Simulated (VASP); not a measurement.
# SiF (Pm-3m) in VASP: density of states with PBE

Aim: the density of states of SiF with PBE.

Program: VASP 6.6.1. These are calculated values, not measurements. Logs are shortened: lines on timing, memory, paths and dates and some standing lists are left out, and cuts for length are marked.

## 1. The structure

It takes space group Pm-3m (No. 221, cubic). Conventional cell: a = 4.515 Å, b = 4.515 Å, c = 4.515 Å, α = 90.00°, β = 90.00°, γ = 90.00°. Si (site symmetry 4/mmm) is surrounded by 4 F at 2.26 Å. F (site symmetry 4/mmm) is surrounded by 4 Si at 2.26 Å.

The cell was built by a generator and needn't be a form met in nature.

## 2. Density of states, PBE

File POSCAR:

```
SiF
1.0
    4.5152050764      0.0000000000      0.0000000000
    0.0000000000      4.5152050764      0.0000000000
    0.0000000000      0.0000000000      4.5152050764
Si F
3 3
Direct
    0.5000000000      0.0000000000      0.0000000000
    0.0000000000      0.5000000000      0.0000000000
    0.0000000000      0.0000000000      0.5000000000
    0.0000000000      0.5000000000      0.5000000000
    0.5000000000      0.0000000000      0.5000000000
    0.5000000000      0.5000000000      0.0000000000
```

File INCAR.step1:

```
SYSTEM = SiF
ALGO = Normal
EDIFF = 1E-6
ENCUT = 520
GGA = PE
ISIF = 2
ISMEAR = 0
LASPH = .True.
LCHARG = .True.
LREAL = .False.
LWAVE = .False.
NBANDS = 26
NELM = 100
PREC = Accurate
SIGMA = 0.1
```

File KPOINTS.step1:

```
k-points
0
Gamma
  8 8 8
  0 0 0
```

File INCAR.step2:

```
SYSTEM = SiF
ALGO = Normal
EDIFF = 1E-6
ENCUT = 520
GGA = PE
ICHARG = 11
ISIF = 2
ISMEAR = -5
LASPH = .True.
LCHARG = .False.
LORBIT = 10
LREAL = .False.
LWAVE = .False.
NBANDS = 26
NEDOS = 1001
NELM = 100
PREC = Accurate
SIGMA = 0.1
```

File KPOINTS.step2:

```
k-points
0
Gamma
  12 12 12
  0 0 0
```

Potentials or basis: VASP PAW PBE potentials, release 64 (Si, F).

The run is started by

```console
$ cat potpaw_PBE.64/Si/POTCAR potpaw_PBE.64/F/POTCAR > POTCAR
$ cp INCAR.step1 INCAR
$ cp KPOINTS.step1 KPOINTS
$ mpirun -np 1 vasp_std > vasp.out
$ cp INCAR.step2 INCAR
$ cp KPOINTS.step2 KPOINTS
$ mpirun -np 1 vasp_std > vasp.out
```

OUTCAR:

```text
SYSTEM = SiF
   EDIFF = 1E-6
   ENCUT = 520
   GGA = PE
   ICHARG = 11
   ISIF = 2
   ISMEAR = -5
   LASPH = .True.
   LORBIT = 10
   LREAL = .False.
   NELM = 100
   PREC = Accurate

 ion  position               nearest neighbor table
   1  0.500  0.000  0.000-   5 2.26   6 2.26   5 2.26   6 2.26
   2  0.000  0.500  0.000-   4 2.26   6 2.26   4 2.26   6 2.26
   3  0.000  0.000  0.500-   4 2.26   5 2.26   4 2.26   5 2.26
   4  0.000  0.500  0.500-   2 2.26   3 2.26   2 2.26   3 2.26
   5  0.500  0.000  0.500-   1 2.26   3 2.26   1 2.26   3 2.26
   6  0.500  0.500  0.000-   1 2.26   2 2.26   1 2.26   2 2.26

  LATTYP: Found a simple cubic cell.
 ALAT       =     4.5152050764

  Lattice vectors:

 A1 = (   4.5152050764,   0.0000000000,   0.0000000000)
 A2 = (   0.0000000000,   4.5152050764,   0.0000000000)
 A3 = (   0.0000000000,   0.0000000000,   4.5152050764)

Analysis of symmetry for initial positions (statically):
=====================================================================
 Subroutine PRICEL returns:
 Original cell was already a primitive cell.

 Routine SETGRP: Setting up the symmetry group for a
 simple cubic supercell.

 Subroutine GETGRP returns: Found 48 space group operations
 (whereof 48 operations were pure point group operations)
 out of a pool of 48 trial point group operations.

The static configuration has the point symmetry O_h .

Analysis of symmetry for dynamics (positions and initial velocities):
=====================================================================
 Subroutine PRICEL returns:
 Original cell was already a primitive cell.

 Routine SETGRP: Setting up the symmetry group for a
 simple cubic supercell.

 Subroutine GETGRP returns: Found 48 space group operations
 (whereof 48 operations were pure point group operations)
 out of a pool of 48 trial point group operations.

The dynamic configuration has the point symmetry O_h .

 Subroutine INISYM returns: Found 48 space group operations
 (whereof 48 operations are pure point group operations),
 and found     1 'primitive' translations

----------------------------------------------------------------------------------------

                                     Primitive cell

  volume of cell :      92.0518

  direct lattice vectors                    reciprocal lattice vectors
     4.515205076  0.000000000  0.000000000     0.221473883  0.000000000  0.000000000
     0.000000000  4.515205076  0.000000000     0.000000000  0.221473883  0.000000000
[... 111 lines left out ...]
   EFERMI_NEDOS =   21; number of points for ismear=-14 and -15
   IALGO  =     38    algorithm
   IMIX   =      4    mixing-type and parameters
     AMIX     =   0.40;   BMIX     =  1.00
     AMIX_MAG =   1.60;   BMIX_MAG =  1.00
  volume/ion in A,a.u.               =      15.34       103.53
  Fermi-wavevector in a.u.,A,eV,Ry     =   1.162970  2.197695 18.401882  1.352500
  Thomas-Fermi vector in A             =   2.299525
   LORBIT       =     10    0 simple, 1 ext, 2 COOP (PROOUT), +10 PAW based schemes
   GGA     = PE    functional components
   LHFCALC =     F    Hartree Fock is set to
   AEXX    =    0.0000 exact exchange contribution
   IVDW    =     0    specifies the selected vdW correction
   LEPSILON=     F    determine dielectric tensor
   LRPA    =     F    only Hartree local field effects (RPA)
 non-spin polarized calculation
 Fermi weights with tetrahedron method with Bloechl corrections
  energy-cutoff  :      520.00
  volume of cell :       92.05
 maximum number of plane-waves:      2517
 NGX is ok and might be reduce to    36

 number of electron      33.0000031 magnetization

 Free energy of the ion-electron system (eV)
  ---------------------------------------------------
  ext. energy  EPLUGINS =         0.00000000
  ---------------------------------------------------
  free energy    TOTEN  =       -25.69277181 eV

  energy without entropy =      -25.69277181  energy(sigma->0) =      -25.69277181

 E-fermi :   5.2600     XC(G=0):  -9.5850

 val. band max:        5.2688247917   @ k =   0.0000   0.0000   0.0000
 cond. band min:       5.2195203273   @ k =   0.1667   0.0000   0.0000
 fundamental gap:     -0.0493044645
 Fermi energy:         5.2600317588

 k-point     1 :       0.0000    0.0000    0.0000
  band No.  band energies     occupation
      1     -20.2877      2.00000
      2     -19.9556      2.00000
      3     -19.9556      2.00000
      4      -3.6459      2.00000
      5      -3.3142      2.00000
      6      -3.3142      2.00000
[... 685 lines left out ...]
     25      12.5473      0.00000
     26      13.1040      0.00000

 [... further k-points ...]

------------------------ aborting loop because EDIFF is reached ----------------------------------------

  FORCE on cell =-STRESS in cart. coord.  units (eV):
  Direction    XX          YY          ZZ          XY          YZ          ZX
  --------------------------------------------------------------------------------------
  -------------------------------------------------------------------------------------
  Total       -0.4233255     -0.4233255     -0.4233255     -0.0000000     -0.0000000      0.0000000
  in kB       -7.3680505     -7.3680505     -7.3680505     -0.0000000     -0.0000000      0.0000000
  external PRESSURE =      -7.3680505 kB  Pullay stress =       0.0000000 kB

 VOLUME and BASIS-vectors are now :
 -----------------------------------------------------------------------------
  energy-cutoff  :      520.00
  volume of cell :       92.05
      direct lattice vectors                 reciprocal lattice vectors
     4.515205076  0.000000000  0.000000000     0.221473883  0.000000000  0.000000000
     0.000000000  4.515205076  0.000000000     0.000000000  0.221473883  0.000000000
     0.000000000  0.000000000  4.515205076     0.000000000  0.000000000  0.221473883

 POSITION                                       TOTAL-FORCE (eV/Angst)
 -----------------------------------------------------------------------------------
      2.25760      0.00000      0.00000         0.000000      0.000000      0.000000
      0.00000      2.25760      0.00000         0.000000      0.000000      0.000000
      0.00000      0.00000      2.25760         0.000000      0.000000      0.000000
      0.00000      2.25760      2.25760         0.000000      0.000000      0.000000
      2.25760      0.00000      2.25760         0.000000      0.000000      0.000000
      2.25760      2.25760      0.00000         0.000000      0.000000      0.000000
 -----------------------------------------------------------------------------------
    total drift:                                0.000000      0.000000      0.000000

  FREE ENERGIE OF THE ION-ELECTRON SYSTEM (eV)
  ---------------------------------------------------
  free  energy   TOTEN  =       -25.6927718085 eV

  energy  without entropy=      -25.6927718085  energy(sigma->0) =      -25.69277181

 total charge

# of ion       s       p       d       tot
------------------------------------------
    1        0.987   0.447   0.000   1.434
    2        0.987   0.447   0.000   1.434
    3        0.987   0.447   0.000   1.434
    4        1.759   4.285   0.000   6.044
    5        1.759   4.285   0.000   6.044
    6        1.759   4.285   0.000   6.044
--------------------------------------------------
tot          8.240  14.194   0.000  22.434
```

OUTCAR.step1:

```text
SYSTEM = SiF
   EDIFF = 1E-6
   ENCUT = 520
   GGA = PE
   ISIF = 2
   ISMEAR = 0
[... 934 lines left out ...]
      0.00000      0.00000      2.25760         0.000000      0.000000      0.000000
      0.00000      2.25760      2.25760         0.000000      0.000000      0.000000
      2.25760      0.00000      2.25760         0.000000      0.000000      0.000000
      2.25760      2.25760      0.00000         0.000000      0.000000      0.000000
 -----------------------------------------------------------------------------------
    total drift:                                0.000000      0.000000      0.000000

  FREE ENERGIE OF THE ION-ELECTRON SYSTEM (eV)
  ---------------------------------------------------
  free  energy   TOTEN  =       -25.7247071675 eV

  energy  without entropy=      -25.7159721374  energy(sigma->0) =      -25.72033965
```

OSZICAR.step1:

```text
N       E                     dE             d eps       ncg     rms          rms(c)
DAV:   1     0.160254276677E+03    0.16025E+03   -0.15725E+04  1820   0.112E+03
DAV:   2    -0.160985072961E+02   -0.17635E+03   -0.16517E+03  2264   0.242E+02
DAV:   3    -0.272026262291E+02   -0.11104E+02   -0.10987E+02  2228   0.611E+01
DAV:   4    -0.272943724604E+02   -0.91746E-01   -0.91667E-01  2064   0.629E+00
DAV:   5    -0.272951979371E+02   -0.82548E-03   -0.82535E-03  2138   0.603E-01    0.815E+00
DAV:   6    -0.258031374298E+02    0.14921E+01   -0.57592E+00  1900   0.194E+01    0.385E+00
DAV:   7    -0.257388700678E+02    0.64267E-01   -0.50813E-01  1904   0.507E+00    0.158E+00
DAV:   8    -0.257244815176E+02    0.14389E-01   -0.79237E-02  1924   0.183E+00    0.427E-01
DAV:   9    -0.257243265202E+02    0.15500E-03   -0.10147E-02  2224   0.709E-01    0.140E-01
DAV:  10    -0.257246969708E+02   -0.37045E-03   -0.86696E-04  1890   0.243E-01    0.253E-02
DAV:  11    -0.257247083545E+02   -0.11384E-04   -0.69007E-05  2020   0.518E-02    0.135E-02
DAV:  12    -0.257247096335E+02   -0.12790E-05   -0.31499E-05  2038   0.426E-02    0.116E-02
DAV:  13    -0.257247072587E+02    0.23748E-05   -0.10142E-05  1918   0.274E-02    0.210E-03
DAV:  14    -0.257247071675E+02    0.91150E-07   -0.82775E-07  1112   0.674E-03
   1 F= -.25724707E+02 E0= -.25720340E+02  d E =-.873503E-02
```

It took 2 min on 1 thread of Intel Xeon 6975P-C (Granite Rapids), shared host; peak memory 0.27 GiB.

What came out:

```yaml
Valence_electrons_inside_the_program's_atomic_spheres: Si 1.43; F 6.04
```

Levels at points of the mesh, in eV from the Fermi level:
```tsv
k point	band 13	band 14	band 15	band 16	band 17	band 18	band 19	band 20	band 21	band 22
(0.00, 0.00, 0.00)	-6.04	-4.81	-4.81	0.01	0.01	0.01	4.57	5.05	5.05	5.05
(0.50, 0.00, 0.00)	-6.04	-4.85	-2.59	-0.37	-0.37	1.09	1.67	2.56	3.38	3.38
(0.50, 0.50, 0.00)	-3.93	-3.93	-3.89	-0.71	-0.36	-0.16	1.86	1.86	3.27	3.27
(0.50, 0.50, 0.50)	-4.88	-2.43	-2.43	-2.43	-0.59	-0.59	-0.59	3.97	3.97	3.97
```

States per cell in windows of 1 eV (zero at the Fermi level; states under -8 eV left out):
| from (eV) | total | F4_p | F5_p | F6_p | Si1_p | Si2_p | Si3_p |
| --- | --- | --- | --- | --- | --- | --- | --- |
| -8.0 | 6.31 | 1.35 | 1.35 | 1.35 | 0.08 | 0.08 | 0.08 |
| -7.0 | 3.90 | 0.95 | 0.95 | 0.95 | 0.01 | 0.01 | 0.01 |
| -6.0 | 2.48 | 0.55 | 0.55 | 0.55 | 0.01 | 0.01 | 0.01 |
| -5.0 | 2.36 | 0.26 | 0.26 | 0.26 | 0.03 | 0.03 | 0.03 |
| -4.0 | 1.95 | 0.19 | 0.19 | 0.19 | 0.04 | 0.04 | 0.04 |
| -3.0 | 1.16 | 0.11 | 0.11 | 0.11 | 0.03 | 0.03 | 0.03 |
| -2.0 | 0.95 | 0.02 | 0.02 | 0.02 | 0.07 | 0.07 | 0.07 |
| -1.0 | 1.35 | 0.04 | 0.04 | 0.04 | 0.12 | 0.12 | 0.12 |
| 0.0 | 2.22 | 0.07 | 0.07 | 0.07 | 0.21 | 0.21 | 0.21 |
| 1.0 | 2.50 | 0.08 | 0.08 | 0.08 | 0.25 | 0.25 | 0.25 |
| 2.0 | 2.03 | 0.08 | 0.08 | 0.08 | 0.22 | 0.22 | 0.22 |
| 3.0 | 3.43 | 0.16 | 0.16 | 0.16 | 0.38 | 0.38 | 0.38 |
| 4.0 | 4.71 | 0.14 | 0.14 | 0.14 | 0.69 | 0.69 | 0.69 |
| 5.0 | 0.46 | 0.01 | 0.01 | 0.01 | 0.04 | 0.04 | 0.04 |
| 6.0 | 1.60 | 0.05 | 0.05 | 0.05 | 0.03 | 0.03 | 0.03 |
| 7.0 | 1.31 | 0.03 | 0.03 | 0.03 | 0.02 | 0.02 | 0.02 |

Caveat: an odd number of electrons without spin polarisation forces a metal; a magnetic or distorted state may lie lower; tetrahedron occupations give inexact forces and stress in metals.
